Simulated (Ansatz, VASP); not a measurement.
# Pd: VASP beside Ansatz

Aim: how closely do two programs agree when they are given the same cell, functional and k mesh? The cell is taken from a series of runs on this material, whose earlier steps may have relaxed, scaled, displaced or heated it; both programs get it as it stands.

Method: plane waves, with VASP 6.6.1 beside it; zone-centre phonons at PBEsol, in Ansatz 0.2.0.

**1. Starting point**

The cell holds 3 atoms: 3 Pd. Its edges and angles: a = 2.638 Å, b = 2.638 Å, c = 31.580 Å, α = 90.0°, β = 90.0°, γ = 90.0°. It derives from Pd. Vacuum lies along c.

As a file:

```cif
data_structure
_symmetry_space_group_name_H-M 'P 1'
_symmetry_Int_Tables_number 1
_cell_length_a 2.6384
_cell_length_b 2.6384
_cell_length_c 31.5800
_cell_angle_alpha 90.000
_cell_angle_beta 90.000
_cell_angle_gamma 90.000
_cell_volume 219.84
loop_
_atom_site_label
_atom_site_type_symbol
_atom_site_fract_x
_atom_site_fract_y
_atom_site_fract_z
_atom_site_occupancy
Pd1 Pd 0.00000 0.00000 0.20373 1
Pd2 Pd 0.50000 0.50000 0.26742 1
Pd3 Pd 0.00000 0.00000 0.33110 1
```

**2. Ansatz: zone-centre phonons, PBEsol**

Ansatz runs on its PAW soft_1 files.

Second derivatives magnify differences that forces hide, and they need a tight electronic threshold.

File input.yaml:

```yaml
crystal:
  lattice:
    - [1.8656451159, 1.8656451159, 0.0]
    - [-1.8656451159, 1.8656451159, 0.0]
    - [0.0, 0.0, 31.58000692]
  atoms:
    - { symbol: Pd, position: [0.0, 0.0, 0.2037319418] }
    - { symbol: Pd, position: [0.5, 0.5, 0.2674160275] }
    - { symbol: Pd, position: [0.0, 0.0, 0.3311001132] }
  periodic: [true, true, false]
kpoints:
  mp_grid: { grid: [16, 16, 1] }
hamiltonian:
  xc: pbesol
  pseudopotentials: { kind: paw, azcp: { folder: soft_1 }, xc_functional: pbe }
scf:
  occupations: { method: methfessel_paxton, width: 0.2 }
output:
  eigenvalues: true
phonons:
  method: dfpt
```

The run is started by

```sh
> ansatz run input.yaml --threads 4 --pin off --max-ram 16384MiB --backend cpu --events-out ev --progress --plain --runs-dir out
```

Numbers of over 12 decimals in the logs are rounded to 6 here.

What it wrote:

```text
Warning: crystal.symmetry: narrowed to the stabiliser of the run's FFT grids — unitary ops 16 → 8. A phonons.method: dfpt run fills in the rows of the dynamical matrix that it does not solve by its symmetry operations, which is exact only for operations that map its FFT grids onto themselves: filled in by any other, the frequencies could depend on the order in which like atoms are typed, or, by more than the grids' own error, on where the crystal sits among the grids' points. Excluded: 8 operations. The run can therefore solve more perturbations, solve them on more k-points, or both, and cost more. [rest of the remark cut]
Engine: ansatz 0.2.0, aarch64-unknown-linux-gnu
Pseudopotentials: kind: paw
Pseudopotential: Pd, paw, valence charge 18, recommended cutoff 420 eV (normal), soft_1/Pd.paw.azcp
Functional definition: PBEsol
  exchange = pbesol_x
  correlation = pbesol_c
Crystal: 3 atoms, lattice volume = 219.837 Å³
Basis set: ecut = 420 eV, 4317 PW (Γ), exchange–correlation on 36×36×432 points (8 copies of the dense FFT grid, shifted against one another)
Bands: 33, of which v1, the nominal top of the filled ones, is band 27 counted from 1 (26 counted from 0)
Symmetry: 16 space group operations
k-points: 73 of 256 (irreducible under 2 space group operations, time reversal used)
Non-local potential: Pd, projectors of the file, l = 0: 2, l = 1: 2, l = 2: 2, l = 3: 1
PAW form: soft (Blöchl's): semilocal exchange-correlation on the pseudo side does not see the compensation charge
PAW frozen core: Pd, regenerated for the run's functional, and the local potential with it (the file was generated under x = pbe(κ = 0.804, μ = 0.219515), c = pbe(β = 0.066725))
PAW one-centre angular grid: Pd, 590 points (default); XC on 64 Gauss nodes
Initial density: superposition of atomic densities (neutral atoms: chi_scale 0, normalization atom)
Initial wavefunctions: pseudopotential atomic-orbital guess
Functional: x = pbesol(κ = 0.804, μ = 0.123457), c = pbesol(β = 0.046)
SCF iter   1: F=—  HF=-20721.787961 eV  |F-HF|=—  |Δ(HF+E_count)|=         —  Δρ=7.87e-2  dr2=1.66e1  ethr=3.10e-3  ⟨swp⟩=14.3  Hψ=17204  notcnv=0
preconditioner: auto → LDOS  [metal: Δε(μ)=0.003 eV  Ē_g=6.436 eV  σ=0.200 eV  W_gap=0.01  n_scr=20 (ndim 8)  ℏωp=13.7 eV  f_vac=0.759  D(μ)=5.19/eV (n_scr^D=20)  β→1.0]
SCF iter   2: F=—  HF=-20723.278882 eV  |F-HF|=—  |Δ(HF+E_count)|=    1.49e0  S|Δr|=    0.00e0  Δρ=9.62e-2  dr2=1.72e1  ethr=3.10e-3  ⟨swp⟩=4.7  Hψ=8177  notcnv=0  defer=39
SCF iter   3: F=—  HF=-20718.458544 eV  |F-HF|=—  |Δ(HF+E_count)|=    4.82e0  S|Δr|=    0.00e0  Δρ=1.53e-2  dr2=4.13e-1  ethr=3.10e-3  ⟨swp⟩=3.4  Hψ=6542  notcnv=0  defer=64
SCF iter   4: F=—  HF=-20718.399993 eV  |F-HF|=—  |Δ(HF+E_count)|=   5.86e-2  S|Δr|=    0.00e0  Δρ=2.89e-3  dr2=1.23e-1  ethr=7.64e-4  ⟨swp⟩=3.4  Hψ=6313  notcnv=0  defer=48
SCF iter   5: F=—  HF=-20718.393800 eV  |F-HF|=—  |Δ(HF+E_count)|=   6.19e-3  S|Δr|=    0.00e0  Δρ=1.96e-3  dr2=2.52e-2  ethr=2.27e-4  ⟨swp⟩=2.2  Hψ=3832  notcnv=0  defer=48
SCF iter   6: F=—  HF=-20718.393475 eV  |F-HF|=—  |Δ(HF+E_count)|=   3.25e-4  S|Δr|=    0.00e0  Δρ=9.81e-4  dr2=4.55e-3  ethr=4.67e-5  ⟨swp⟩=2.2  Hψ=3527  notcnv=0  defer=48
SCF iter   7: F=—  HF=-20718.393372 eV  |F-HF|=—  |Δ(HF+E_count)|=   1.03e-4  S|Δr|=    0.00e0  Δρ=3.76e-4  dr2=2.73e-4  ethr=8.43e-6  ⟨swp⟩=2.7  Hψ=3830  notcnv=0  defer=48
SCF iter   8: F=—  HF=-20718.393417 eV  |F-HF|=—  |Δ(HF+E_count)|=   4.46e-5  S|Δr|=    0.00e0  Δρ=1.26e-4  dr2=3.24e-5  ethr=5.06e-7  ⟨swp⟩=3.4  Hψ=5316  notcnv=0  defer=48
SCF iter   9: F=—  HF=-20718.393416 eV  |F-HF|=—  |Δ(HF+E_count)|=   4.43e-7  S|Δr|=    0.00e0  Δρ=3.85e-5  dr2=2.41e-6  ethr=6.01e-8  ⟨swp⟩=3.4  Hψ=4764  notcnv=0  defer=48
SCF iter  10: F=—  HF=-20718.393546 eV  |F-HF|=—  |Δ(HF+E_count)|=   1.30e-4  S|Δr|=    0.00e0  Δρ=5.90e-6  dr2=8.55e-8  ethr=4.46e-9  ⟨swp⟩=3.3  Hψ=5563  notcnv=0  defer=48
SCF iter  11: F=—  HF=-20718.393547 eV  |F-HF|=—  |Δ(HF+E_count)|=   4.75e-8  S|Δr|=    0.00e0  Δρ=1.95e-6  dr2=1.74e-8  ethr=1.58e-10  ⟨swp⟩=4.2  Hψ=6248  notcnv=0  defer=48
SCF iter  12: F=—  HF=-20718.393547 eV  |F-HF|=—  |Δ(HF+E_count)|=   2.57e-8  S|Δr|=    0.00e0  Δρ=5.61e-7  dr2=6.62e-10  ethr=3.22e-11  ⟨swp⟩=3.1  Hψ=4481  notcnv=0  defer=48
SCF iter  13: F=—  HF=-20718.393547 eV  |F-HF|=—  |Δ(HF+E_count)|=   4.83e-9  S|Δr|=    0.00e0  Δρ=1.51e-7  dr2=1.13e-10  ethr=1.23e-12  ⟨swp⟩=3.8  Hψ=6105  notcnv=0  defer=48
SCF iter  14: F=-20718.393547 eV  HF=-20718.393547 eV  |F-HF|=2.55e-11  |Δ(HF+E_count)|=  7.53e-10  S|Δr|=    0.00e0  Δρ=2.42e-8  dr2=1.82e-12  ethr=1.00e-12  ⟨swp⟩=23.7  Hψ=23392  notcnv=0
SCF 1 converged in 14 iterations: F = -20718.393547 eV  dr2 = 1.82e-12
  greatest PAW one-centre occupation: 0.999 electrons in one spin orbital (limit 2), on the Pd atom at site 2 (counted from 0), in its partial waves of l = 0
DFPT response loops at Γ: preconditioner auto → none (partly filled bands, converged f_vac=0.753); β = 0.50; Broyden in place of MSR1
SCF converged after 14 iterations
Stability not checked: this state was not tested for a lower state beside it, because cold or Methfessel-Paxton smearing, or corrected tetrahedra, fill the levels in a way that the test cannot read (fill_not_monotonic; see scf.lower_state_search)
Free energy (F): -20718.393547 eV
Harris-Foulkes:  -20718.393547 eV  (|F-HF|=2.55e-11)
Internal energy: -20718.391163 eV  (E = F + TS)
E sigma→0 (E₀):  -20718.392951 eV
Entropy (-TS):   -0.002384 eV (-0.795 meV/atom)
Fermi energy:    -5.286495 eV
Step filling:    the computed levels leave a gap of 0.0309 eV = 0.2 smearing widths at the electron count; against every level under it full and every level over it empty, smearing changes F+E_penalty+E_count by +6.041 meV and its σ→0 estimate by +6.637 meV
--- Per-component energies (eV) ---
  E_band       = -1754.115086
  E_kinetic    = 1347.155285
  E_local      = -231219.915454  (includes V_loc(G=0)·N_el)
  E_nonlocal   = 1119.318827
  E_hartree    = 114401.903321
  E_xc         = -411.676763
  E_vxc        = -522.332175  (∫ρ·V_xc dr)
  E_paw        = -11236.916939  (= ΣΔE_a)
  E_vpaw       = -1282.148985  (= ΣTr[D̂ρ^β])
  E_aug_tail   = 0.000647  (compensation charges beyond the density's cutoff)
  E_ewald      = 105280.832337
  E_core_change = 0.907576  (= ΣΔE_core)
  E_smearing   = -0.002384  (= −TS)
  E_closure    = 0.000000  (closes the sum)
  Σ components = -20718.393547   (vs F -20718.393547, Δ=0.00e0)
--- Band table (eV; the first three rows and the last of 73) ---
  k-point 0: bands = [... 23 lower, -6.1556, -5.8723, -5.3787, -5.1728, -5.1728, -5.1480, -5.0238, -3.2416, ... 2 higher]
  k-point 1: bands = [... 23 lower, -6.2367, -5.8482, -5.4797, -5.4308, -5.2051, -5.1328, -4.7697, -2.8929, ... 2 higher]
  k-point 2: bands = [... 23 lower, -6.4272, -5.8369, -5.8229, -5.6794, -5.3427, -5.1015, -4.2518, -2.1574, ... 2 higher]
  k-point 72: bands = [... 23 lower, -5.4689, -4.5620, -4.2973, -4.2968, 0.0366, 0.0366, 3.0986, 3.0986, ... 2 higher]
--- Phonons (Γ-DFPT): 6 representative perturbations + reference, on 73 of 256 k-points (Σ response iterations 37) ---
  ASR residual: 3.475e-5 → 0.000e0 eV/Å²; symmetrization residual: 2.703e-5 eV/Å²
  The last average, over the group as it would stand without the narrowing to the FFT grids, took up to 4.110e-6 eV/Å² of the zone centre's force constants
  ASR residual per site (eV/Å²): 2.66e-5 3.38e-5 3.47e-5
  Γ frequencies (cm⁻¹): 0.00 0.00 0.00 68.96 68.96 123.19 133.74 133.74 206.44
  non-analytic LO–TO correction: not included (Born effective charges unavailable; polar crystals: no LO–TO splitting at Γ)
```

In the SCF lines HF is the Harris–Foulkes energy and dr2 the Hartree energy of the density residual, in eV; the loop may stop once dr2 is under the threshold and the program's other checks hold. Hψ counts applications of the Hamiltonian.

(Part 1 of 2 ends here.)

[Lines on the potential files, build, host, timing and source positions are cut from VASP's logs without a mark.]

[Logs are printed without paths, hosts, clocks, repeated set-up lines and the standing remarks that a program may print on its own settings, such as how far it seeks lower states.]

[Hosts, paths, dates, database ids (printed as entryN), source tags and the programs' standing remarks are cut or masked in the printed files.]
